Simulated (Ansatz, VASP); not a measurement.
# Cross-check of C (Diamond) between VASP and Ansatz

One calculation is typed for both programs; each brings its own data sets. How far apart do they land? The cell is taken from a series of runs on this material, whose earlier steps may have relaxed, scaled, displaced or heated it; both programs get it as it stands.

Main program and level: Ansatz 0.2.0; plane waves, with VASP 6.6.1 beside it; zone-centre phonons at LDA.

**1. The starting structure**

Symmetry: Fd-3m, No. 227, cubic system. Conventional cell: a = 3.531 Å, b = 3.531 Å, c = 3.531 Å, α = 90.00°, β = 90.00°, γ = 90.00°. C has 4 C at 1.53 Å nearest.

**2. VASP: zone-centre phonons, LDA**

Second derivatives magnify differences that forces hide, and they need a tight electronic threshold.

Lines of VASP's logs that name or quote its potential files are left out, and so is its time.

INCAR reads:

```
SYSTEM = C
PREC = Accurate
ENCUT = 600
EDIFF = 1E-08
NELM = 120
ISMEAR = -1
SIGMA = 0.03
LREAL = .FALSE.
ALGO = Normal
GGA = PW92
NELECT = 8.01101
NBANDS = 10
LORBIT = 11
LWAVE = .FALSE.
LCHARG = .FALSE.
ISIF = 2
IBRION = 8
LASPH = .TRUE.
GGA_COMPAT = .FALSE.
KPAR = 2
```

POSCAR reads:

```
C
1.0
    0.0000000000      1.7657332854      1.7657332854
    1.7657332854      0.0000000000      1.7657332854
    1.7657332854      1.7657332854      0.0000000000
C
2
Direct
    0.5000000000      0.5000000000      0.5000000000
    0.7500000000      0.7500000000      0.7500000000
```

KPOINTS reads:

```
Automatic mesh
0
Gamma
34 34 34
0 0 0
```

The projector-augmented-wave data sets are C (LDA family, release 64).

Launch:

```sh
mpirun -np 2 vasp_std
```

Numbers of over 12 decimals in the logs are rounded to 6 here.

The log of the run:

```text
[banner, memory and clock lines left out]
running    2 mpi-ranks, on    1 nodes
 distrk:  each k-point on    1 cores,    2 groups
 distr:  one band on    1 cores,    1 groups

 POSCAR found type information on POSCAR C
 POSCAR found :  1 types and       2 ions
|                                                                             |
|               ----> ADVICE to this user running VASP <----                  |
|                                                                             |
|     You enforced a specific xc type in the INCAR file but a different       |
|     [... a line on the potential file left out ...]
|     I HOPE YOU KNOW WHAT YOU ARE DOING!                                     |
|                                                                             |

 LDA part: xc-table for (Slater(with rela. corr.)+PW92), standard interpolation
 POSCAR, INCAR and KPOINTS ok, starting setup
 FFT: planning ... GRIDC
 FFT: planning ... GRID_SOFT
 FFT: planning ... GRID
 WAVECAR not read
 entering main loop
       N       E                     dE             d eps       ncg     rms          rms(c)
DAV:   1     0.490879399726E+00    0.49088E+00   -0.53014E+03 22174   0.865E+02
DAV:   2    -0.206025660533E+02   -0.21093E+02   -0.20370E+02 28970   0.137E+02
DAV:   3    -0.209956582950E+02   -0.39309E+00   -0.39193E+00 25054   0.151E+01
DAV:   4    -0.209965319435E+02   -0.87365E-03   -0.87359E-03 23148   0.839E-01
DAV:   5    -0.209965331951E+02   -0.12516E-05   -0.12516E-05 24136   0.307E-02BRMIX: very serious problems
 the old and the new charge density differ
 old charge density:     8.00000 new    8.01101
BRMIX: very serious problems
 the old and the new charge density differ
 old charge density:     8.00000 new    8.01101
    0.590E+00
DAV:   6    -0.203445788311E+02    0.65195E+00   -0.37558E-01 22114   0.455E+00    0.341E+00
DAV:   7    -0.201198629328E+02    0.22472E+00   -0.43439E-01 23316   0.490E+00    0.756E-01
DAV:   8    -0.201196825934E+02    0.18034E-03   -0.90813E-03 22682   0.865E-01    0.248E-02
DAV:   9    -0.201196749538E+02    0.76396E-05   -0.26082E-05 24340   0.453E-02    0.193E-02
DAV:  10    -0.201196762927E+02   -0.13389E-05   -0.14418E-06 23026   0.108E-02    0.439E-03
DAV:  11    -0.201196762294E+02    0.63351E-07   -0.52625E-08 24078   0.191E-03    0.722E-04
DAV:  12    -0.201196762180E+02    0.11406E-07   -0.13644E-09 12716   0.372E-04    0.117E-04
DAV:  13    -0.201196762170E+02    0.10237E-08   -0.91631E-11 11336   0.972E-05
   1 F= -.20119676E+02 E0= -.20119567E+02  d E =-.218872E-03
 Linear response reoptimize wavefunctions to high precision
DAV:   1    -0.201196762165E+02    0.49658E-09   -0.24954E-12 12386   0.186E-05
DAV:   2    -0.201196762165E+02    0.79581E-12   -0.27410E-13 11046   0.416E-06
 Linear response DOF=           1
 Linear response progress:
  Degree of freedom:   1/  1
       N       E                     dE             d eps       ncg     rms          rms(c)
RMM:   1    -0.119892440010E+00   -0.11989E+00   -0.17119E-02260549   0.208E+00
RMM:   2    -0.110770189616E+00    0.91223E-02   -0.23439E-03163932   0.397E-01    0.190E-01
RMM:   3    -0.110934466755E+00   -0.16428E-03   -0.22762E-04162941   0.113E-01    0.103E-01
RMM:   4    -0.111742011705E+00   -0.80754E-03   -0.24842E-04161920   0.117E-01    0.133E-02
RMM:   5    -0.111700195416E+00    0.41816E-04   -0.62545E-06174958   0.136E-02    0.101E-03
RMM:   6    -0.111699722944E+00    0.47247E-06   -0.41706E-07175535   0.810E-04    0.441E-04
RMM:   7    -0.111697169108E+00    0.25538E-05   -0.99186E-08180082   0.344E-04    0.658E-05
RMM:   8    -0.111697146221E+00    0.22887E-07   -0.49824E-09182911   0.502E-05    0.104E-05
RMM:   9    -0.111697017481E+00    0.12874E-06    0.48679E-10184427   0.243E-05    0.141E-06
RMM:  10    -0.111697015864E+00    0.16170E-08   -0.93600E-09153919   0.122E-05    0.151E-07
 first order change of Fermi-energy   0.19742E-04
 force on displaced ion       1 direction 1 : -38.477   0.000   0.000
 Linear response finished
```

Parts of OUTCAR (step 2):

```text
NELECT = 8.01101

 ion  position               nearest neighbor table
   1  0.500  0.500  0.500-   2 1.53   2 1.53   2 1.53   2 1.53
   2  0.750  0.750  0.750-   1 1.53   1 1.53   1 1.53   1 1.53

  LATTYP: Found a face centered cubic cell.
 ALAT       =     3.5314665708

 Subroutine GETGRP returns: Found 48 space group operations
 (whereof 24 operations were pure point group operations)

The static configuration has the point symmetry T_d .
 The point group associated with its full space group is O_h .

 Found   1059 irreducible k-points:

   k-points           NKPTS =   1059   k-points in BZ     NKDIM =   1059   number of bands    NBANDS=     10

   dimension x,y,z NGX =    20 NGY =   20 NGZ =   20
   dimension x,y,z NGXF=    40 NGYF=   40 NGZF=   40

   ENCUT  =  600.0 eV  44.10 Ry    6.64 a.u.   4.99  4.99  4.99*2*pi/ulx,y,z

 k-points in reciprocal lattice and weights: Automatic mesh
   0.00000000  0.00000000  0.00000000       0.000
   0.02941176  0.00000000  0.00000000       0.000
   0.05882353  0.00000000  0.00000000       0.000
   0.08823529  0.00000000  0.00000000       0.000
   0.11764706  0.00000000  0.00000000       0.000
   0.14705882  0.00000000  0.00000000       0.000
   0.17647059  0.00000000  0.00000000       0.000
   0.20588235  0.00000000  0.00000000       0.000
   0.23529412  0.00000000  0.00000000       0.000
[...]
-0.26470588  0.47058824  0.23529412       0.001
  -0.26470588  0.50000000  0.23529412       0.000

 average (electrostatic) potential at core
       1 -49.0791       2 -49.0791

  Total        0.2036616      0.2036616      0.2036616      0.0000000      0.0000000     -0.0000000
  in kB       29.6356508     29.6356508     29.6356508      0.0000000      0.0000000     -0.0000000
  external PRESSURE =      29.6356508 kB  Pullay stress =       0.0000000 kB

  energy-cutoff  :      600.00
  volume of cell :       11.01
      direct lattice vectors                 reciprocal lattice vectors
     0.000000000  1.765733285  1.765733285    -0.283168474  0.283168474  0.283168474
     1.765733285  0.000000000  1.765733285     0.283168474 -0.283168474  0.283168474
     1.765733285  1.765733285  0.000000000     0.283168474  0.283168474 -0.283168474

 POSITION                                       TOTAL-FORCE (eV/Angst)
 -----------------------------------------------------------------------------------
      1.76573      1.76573      1.76573         0.000000      0.000000      0.000000
      2.64860      2.64860      2.64860        -0.000000     -0.000000     -0.000000
 -----------------------------------------------------------------------------------
    total drift:                                0.000000     -0.000000      0.000000

 Eigenvectors and eigenvalues of the dynamical matrix
 ----------------------------------------------------

   1 f  =   39.570790 THz   248.630609 2PiTHz 1319.939488 cm-1   163.651566 meV
             X         Y         Z           dx          dy          dz
      1.765733  1.765733  1.765733     0.000000   -0.707107    0.000000
      2.648600  2.648600  2.648600     0.000000    0.707107    0.000000

   2 f  =   39.570790 THz   248.630609 2PiTHz 1319.939488 cm-1   163.651566 meV
             X         Y         Z           dx          dy          dz
      1.765733  1.765733  1.765733    -0.707107    0.000000    0.000000
      2.648600  2.648600  2.648600     0.707107    0.000000    0.000000

   3 f  =   39.570790 THz   248.630609 2PiTHz 1319.939488 cm-1   163.651566 meV
             X         Y         Z           dx          dy          dz
      1.765733  1.765733  1.765733     0.000000    0.000000   -0.707107
      2.648600  2.648600  2.648600     0.000000    0.000000    0.707107

   4 f  =    0.000000 THz     0.000000 2PiTHz    0.000000 cm-1     0.000000 meV
             X         Y         Z           dx          dy          dz
      1.765733  1.765733  1.765733     0.707107    0.000000    0.000000
      2.648600  2.648600  2.648600     0.707107    0.000000    0.000000

   5 f  =    0.000000 THz     0.000000 2PiTHz    0.000000 cm-1     0.000000 meV
             X         Y         Z           dx          dy          dz
      1.765733  1.765733  1.765733     0.000000    0.707107    0.000000
      2.648600  2.648600  2.648600     0.000000    0.707107    0.000000

   6 f  =    0.000000 THz     0.000000 2PiTHz    0.000000 cm-1     0.000000 meV
             X         Y         Z           dx          dy          dz
      1.765733  1.765733  1.765733     0.000000    0.000000    0.707107
      2.648600  2.648600  2.648600     0.000000    0.000000    0.707107

 ELASTIC MODULI CONTR FROM IONIC RELAXATION (kBar)
 Direction    XX          YY          ZZ          XY          YZ          ZX
 --------------------------------------------------------------------------------
 XX          -0.0000     -0.0000     -0.0000      0.0000      0.0000      0.0000
 YY          -0.0000     -0.0000     -0.0000      0.0000      0.0000      0.0000
 ZZ          -0.0000     -0.0000     -0.0000      0.0000      0.0000      0.0000
 XY           0.0000      0.0000      0.0000    -74.1195     -0.0000     -0.0000
 YZ           0.0000      0.0000      0.0000     -0.0000    -74.1195     -0.0000
 ZX           0.0000      0.0000      0.0000     -0.0000     -0.0000    -74.1195
 --------------------------------------------------------------------------------
```

**3. Ansatz: zone-centre phonons, LDA**

Ansatz runs on its PAW soft_1 files.

The same cell, functional (in two slightly different forms), mesh and smearing now go to Ansatz, which takes its cutoff from its data sets.

input.yaml reads:

```yaml
crystal:
  lattice:
    - [0.0, 1.7657332854, 1.7657332854]
    - [1.7657332854, 0.0, 1.7657332854]
    - [1.7657332854, 1.7657332854, 0.0]
  atoms:
    - { symbol: C, position: [0.5, 0.5, 0.5] }
    - { symbol: C, position: [0.75, 0.75, 0.75] }
total_charge: -0.01101
kpoints:
  mp_grid: { grid: [34, 34, 34] }
hamiltonian:
  xc: lda
  pseudopotentials: { kind: paw, azcp: { folder: soft_1 }, xc_functional: pbe }
scf:
  occupations: { method: fermi_dirac, width: 0.03 }
output:
  eigenvalues: true
phonons:
  method: dfpt
```

Launch:

```sh
ansatz run input.yaml --threads 8 --pin off --max-ram 16384MiB --backend cpu --events-out ev --progress --plain --runs-dir out
```

The log of the run:

```text
zone centre: on kpoints.mp_grid the ground state, and the responses unless they are solved on pairs of k-points, stand on 2844 of the mesh's 39304 k-points, reduced under 8 symmetry operations, with k and −k counted as one. Each operation leaves every solved displacement unchanged or reverses it
Engine: ansatz 0.2.0, x86_64-unknown-linux-gnu
Pseudopotentials: kind: paw
Pseudopotential: C, paw, valence charge 4, recommended cutoff 420 eV (normal), soft_1/C.paw.azcp
Functional definition: SPW92
  exchange = slater_x
  correlation = pw_c
Crystal: 2 atoms, lattice volume = 11.010 Å³
Basis set: ecut = 420 eV, 181 PW (Γ), exchange–correlation on 40×40×40 points (8 copies of the dense FFT grid, shifted against one another)
Bands: 9, of which v1, the nominal top of the filled ones, is band 4 counted from 1 (3 counted from 0)
Symmetry: 48 space group operations
k-points: 2844 of 39304 (irreducible under 8 space group operations, time reversal used)
Non-local potential: C, projectors of the file, l = 0: 2, l = 1: 2, l = 2: 1
PAW form: soft (Blöchl's): semilocal exchange-correlation on the pseudo side does not see the compensation charge
PAW frozen core: C, regenerated for the run's functional, and the local potential with it (the file was generated under x = pbe(κ = 0.804, μ = 0.219515), c = pbe(β = 0.066725))
PAW one-centre angular grid: C, 110 points (default); XC on 64 Gauss nodes
Initial density: superposition of atomic densities (chi_scale 0.1, normalization cell)
Initial wavefunctions: pseudopotential atomic-orbital guess
Functional: x = slater, c = lda
SCF iter   1: F=—  HF=-486.515695 eV  |F-HF|=—  |Δ(HF+E_count)|=         —  Δρ=1.46e-1  dr2=1.67e0  ethr=3.10e-3  ⟨swp⟩=5.0  Hψ=156425  notcnv=0
preconditioner: auto → none  [metal: Δε(μ)=0.051 eV  Ē_g=21.947 eV  σ=0.030 eV  W_gap=0.35  n_scr=0 (ndim 8)  ℏωp=31.7 eV  f_vac=0.000  D(μ)=0.08/eV (n_scr^D=0)]
SCF iter   2: F=—  HF=-485.905947 eV  |F-HF|=—  |Δ(HF+E_count)|=   6.10e-1  Δρ=6.20e-2  dr2=2.89e-1  ethr=3.10e-3  ⟨swp⟩=3.0  Hψ=69424  notcnv=0  defer=2523
SCF iter   3: F=—  HF=-485.792988 eV  |F-HF|=—  |Δ(HF+E_count)|=   1.13e-1  Δρ=3.41e-3  dr2=4.18e-4  ethr=3.10e-3  ⟨swp⟩=2.2  Hψ=45844  notcnv=0  defer=2523
SCF iter   4: F=—  HF=-485.793157 eV  |F-HF|=—  |Δ(HF+E_count)|=   1.68e-4  Δρ=1.54e-4  dr2=1.26e-6  ethr=5.22e-6  ⟨swp⟩=2.8  Hψ=40161  notcnv=0  defer=2523
SCF iter   5: F=—  HF=-485.793157 eV  |F-HF|=—  |Δ(HF+E_count)|=   7.40e-7  Δρ=2.00e-5  dr2=1.02e-8  ethr=1.57e-8  ⟨swp⟩=2.1  Hψ=36580  notcnv=0  defer=2523
SCF iter   6: F=-485.793157 eV  HF=-485.793157 eV  |F-HF|=2.27e-13  |Δ(HF+E_count)|=   4.33e-9  Δρ=1.88e-7  dr2=1.83e-12  ethr=1.00e-12  ⟨swp⟩=9.1  Hψ=137287  notcnv=0
SCF 1 converged in 6 iterations: F = -485.793157 eV  dr2 = 1.83e-12
  greatest PAW one-centre occupation: 0.644 electrons in one spin orbital (limit 2), on the C atom at site 1 (counted from 0), in its partial waves of l = 0
DFPT response loops at Γ: preconditioner auto → Kerker (q_TF=auto, 2.587 Å⁻¹) (partly filled bands, converged f_vac=0.000); β = 1.00, the filter's whole step (`scf.mixing.beta` (0.50) is not read by the response loops under this deck's `scf.mixing.preconditioner`; to damp them name `kerker` or `kerker_dos`, under which they read `scf.mixing.beta`, and type it under 1.00, their step now; both keys bind the ground state too); Broyden in place of MSR1
SCF converged after 6 iterations
Free energy (F): -485.793157 eV
Harris-Foulkes:  -485.793157 eV  (|F-HF|=2.27e-13)
Internal energy: -485.792937 eV  (E = F + TS)
E sigma→0 (E₀):  -485.793047 eV
Entropy (-TS):   -0.000220 eV (-0.110 meV/atom)
Fermi energy:    18.005637 eV
--- Per-component energies (eV) ---
  E_band       = 36.497923
  E_kinetic    = 181.937738
  E_local      = -109.846822  (includes V_loc(G=0)·N_el)
  E_nonlocal   = 48.091846
  E_hartree    = 25.843328
  E_xc         = -95.354088
  E_vxc        = -118.115187  (∫ρ·V_xc dr)
  E_paw        = -185.153728  (= ΣΔE_a)
  E_vpaw       = -17.256337  (= ΣTr[D̂ρ^β])
  E_aug_tail   = 0.000038  (compensation charges beyond the density's cutoff)
  E_ewald      = -351.436914
  E_core_change = 0.125665  (= ΣΔE_core)
  E_smearing   = -0.000220  (= −TS)
  E_closure    = 0.000000  (closes the sum)
  E_deformation_potential = -0.244685  (in the stress; not in F)
  Σ components = -485.793157   (vs F -485.793157, Δ=0.00e0)
--- Band table (eV; the first three rows and the last of 2844) ---
  k-point 0: bands = ["-8.1072", "13.6362", "13.6362", "13.6362", "19.2577", "19.2577", "19.2577", "27.7924", "32.9664"]
  k-point 1: bands = ["-8.0829", "13.4578", "13.5904", "13.5904", "19.3162", "19.3162", "19.3718", "27.8057", "33.0077"]
  k-point 2: bands = ["-8.0096", "12.9700", "13.4609", "13.4609", "19.4833", "19.4833", "19.6747", "27.8471", "33.1281"]
  k-point 2843: bands = ["1.6709", "1.6709", "5.0268", "5.0268", "24.0642", "24.0642", "26.4670", "26.4670", "35.1275"]
--- Phonons (Γ-DFPT): 1 representative perturbation + reference, on 2844 of 39304 k-points (Σ response iterations 3) ---
  k mesh reduced under 8 symmetry operations, with k and −k counted as one. Each operation leaves every solved displacement unchanged or reverses it
  ASR residual: 4.014e-5 → 0.000e0 eV/Å²; symmetrization residual: 9.580e-14 eV/Å²
  ASR residual per site (eV/Å²): 4.01e-5 4.01e-5
  Γ frequencies (cm⁻¹): 0.00 0.00 0.00 1315.84 1315.84 1315.84
  non-analytic LO–TO correction: not included (Born effective charges unavailable; polar crystals: no LO–TO splitting at Γ)
```

**4. Differences**

Known differences besides the potentials themselves: the cutoff is 420 eV in Ansatz and 600 eV in VASP; VASP's log shows a relativistic correction to its local exchange, Ansatz's none. Total energies have different zeros and are not compared.

Compared:

| quantity | Ansatz | VASP | difference |
| --- | --- | --- | --- |
| optical mode 1 to 3 (cm⁻¹) | 1315.8 | 1319.9 | -0.31 % |

Modes are paired by rising frequency, not by their patterns, so a pair may set unlike modes beside each other; they are those without the splitting of longitudinal modes. The cell carries a charge of -0.01101 e against a uniform background, so its pressure also hangs on how the neutralising background is counted, and in a defect's cell a gap may be the spacing between its levels.

**5. What came out**

- r.m.s. difference of the optical zone-centre modes, each program's sorted by frequency (zone-centre phonons, LDA): 4.1 cm⁻¹

The r.m.s. difference of the optical zone-centre modes, each program's sorted by frequency is 4.1 cm⁻¹ (zone-centre phonons, LDA). Such differences can come from data sets, numerical settings and the points named under the comparisons, not from the functional's error against experiment.

[Lines on the potential files, build, host, timing and source positions are cut from VASP's logs without a mark.]

[Logs are printed without paths, hosts, clocks, repeated set-up lines and the standing remarks that a program may print on its own settings, such as how far it seeks lower states.]

[Hosts, paths, dates, database ids (printed as entryN), source tags and the programs' standing remarks are cut or masked in the printed files.]
